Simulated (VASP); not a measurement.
Energy against volume of Al$_{3}$Sc (L1_2). Method: PBE GGA, VASP's PBE PAW potentials (set 64) (plane waves; VASP 6.6.1). Numerical set-up: 520 eV cut-off, 8×8×8 Γ-centred mesh, first-order Methfessel-Paxton smearing of 0.10 eV, potentials Sc_sv Al.

```json
[
 {"V (Å³/atom)": "16.799", "E (eV/atom)": "-4.82003"},
 {"V (Å³/atom)": "17.319", "E (eV/atom)": "-4.82430"},
 {"V (Å³/atom)": "17.839", "E (eV/atom)": "-4.82028"},
 {"V (Å³/atom)": "18.358", "E (eV/atom)": "-4.80922"}
]
```

Task: Fit these four points and predict the energy of the run at 16.280 Å³/atom.

Result: A cubic in V^(−2/3), the third-order Birch-Murnaghan form, passes through the four points with V0 = 17.31 Å³/atom and B0 = 85 GPa, and gives -4.8061 eV/atom there. The run gave -4.8059 eV/atom, +0.2 meV/atom from the fit; all five points give B0 = 85 GPa.

The compound is Al3Sc in the L1_2 structure. It was relaxed first.
